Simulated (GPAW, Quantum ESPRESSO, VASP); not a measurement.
## One structure in several programs: CdPd (P1, 2 atoms in the cell)

Self-consistent single point.

```
CdPd
1.0
    3.03726     0.00000     0.00000
    0.00000     3.03726     0.00000
    0.00000     0.00000     3.69349
Cd Pd
1 1
Cartesian
 -0.03309   0.02552  -0.00155
  1.55172   1.49311   1.84830
```

All programs got the same cell, k-point mesh and kind of occupations (in Quantum ESPRESSO's words: occupations = smearing; smearing = fermi-dirac; degauss = 0.0073499 Ry; K_POINTS = automatic 9 9 8 0 0 0); potentials, basis and cutoffs are each program's usual ones.

```csv
code,model,pressure (GPa),largest force (eV/Å),cutoff
Quantum ESPRESSO,"LDA (PZ), GBRV 1.5 ultrasoft (LDA) pseudopotentials",-8.28,0.303,40 Ry
VASP,"LDA (PZ), VASP's LDA PAW potentials (set 64)",-7.53,0.307,300 eV
GPAW,"LDA (Perdew-Wang 92), GPAW PAW datasets LDA (gpaw-data 1.0.1)",-8.77,0.287,550 eV
```

The spread over the programs that give each value: pressure within 1.24 GPa; largest force within 0.020 eV/Å.

The starting cell comes from a database of computed structures (which also holds hypothetical and non-ambient phases and stackings), without a prior relaxation at this level. Its atoms were displaced at random from the sites of space group no. 123. On Quantum ESPRESSO's run: Spin polarisation is off. In the base run, with a pressure of about -8 GPa the cell is away from its equilibrium volume at this level.

Why do the programs differ, and what cannot be compared?

Differences of this kind can come from the potentials, where these differ, and from what each basis and cutoff leave unconverged. The valence holds different numbers of electrons (Quantum ESPRESSO 28, VASP 22, GPAW 28). The zero of total energies and Fermi levels follows the potentials and each program's conventions, so they are not compared here.

VASP's run is marked for a possible Pulay error in its stress at this cutoff; no cutoff test was made.

Left out of this page: Ansatz, ABINIT, CP2K, Elk and SIESTA (not drawn, or without a comparable value); FLEUR (with a known weakness of the program).
